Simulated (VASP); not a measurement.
OSZICAR of a VASP run on CdTe (zinc blende):

### OSZICAR
```
       N       E                     dE             d eps       ncg     rms          rms(c)
DAV:   1     0.995247133340E+02    0.99525E+02   -0.78926E+03   520   0.116E+03
DAV:   2    -0.748917264257E+01   -0.10701E+03   -0.10197E+03   565   0.278E+02
DAV:   3    -0.117201587981E+02   -0.42310E+01   -0.42184E+01   645   0.594E+01
DAV:   4    -0.117517242542E+02   -0.31565E-01   -0.31563E-01   701   0.485E+00
DAV:   5    -0.117518458893E+02   -0.12164E-03   -0.12163E-03   610   0.232E-01    0.152E+01
DAV:   6     0.254883763698E+01    0.14301E+02   -0.29705E+01   520   0.869E+01    0.890E+00
DAV:   7     0.238254103379E+01   -0.16630E+00   -0.75514E-01   535   0.124E+01    0.487E+00
DAV:   8     0.269454185322E+01    0.31200E+00   -0.13333E+00   520   0.161E+01    0.192E+00
DAV:   9     0.238033372071E+01   -0.31421E+00   -0.12124E+00   520   0.109E+01    0.778E-01
DAV:  10     0.250485134022E+01    0.12452E+00   -0.17803E-01   520   0.464E+00    0.365E-01
DAV:  11     0.250658418212E+01    0.17328E-02   -0.15135E-01   520   0.380E+00    0.133E-01
DAV:  12     0.250602385145E+01   -0.56033E-03   -0.34979E-03   590   0.653E-01    0.108E-01
DAV:  13     0.250695501275E+01    0.93116E-03   -0.32188E-03   530   0.752E-01    0.906E-02
DAV:  14     0.250599912316E+01   -0.95589E-03   -0.29179E-03   520   0.689E-01    0.585E-02
DAV:  15     0.250566834683E+01   -0.33078E-03   -0.19036E-04   530   0.183E-01    0.237E-02
DAV:  16     0.250568143439E+01    0.13088E-04   -0.66959E-06   610   0.378E-02    0.154E-02
DAV:  17     0.250563843972E+01   -0.42995E-04   -0.38411E-05   530   0.928E-02    0.688E-03
DAV:  18     0.250563744269E+01   -0.99703E-06   -0.55776E-06   535   0.294E-02    0.423E-03
DAV:  19     0.250563669214E+01   -0.75055E-06   -0.11172E-07   486   0.345E-03    0.339E-03
DAV:  20     0.250563677850E+01    0.86363E-07   -0.43271E-08   280   0.288E-03
   1 F= 0.25056368E+01 E0= 0.25056368E+01  d E =-.257940E-11
```

### Question
Which electronic solver shows in the log?

### Answer
It is blocked Davidson (ALGO = Normal, or the opening steps of other solvers). The INCAR had ALGO = Normal.

### Question
Can the final energy be trusted as converged?

### Answer
Self-consistency was reached. It stopped with EDIFF = 1E-7, NELM = 100 (MS2 meta-GGA, plane waves, VASP's PBE PAW potentials (set 64)).

The compound is CdTe in the zinc blende structure. This cell is one point of a volume scan, at 0.94 of the reference volume.
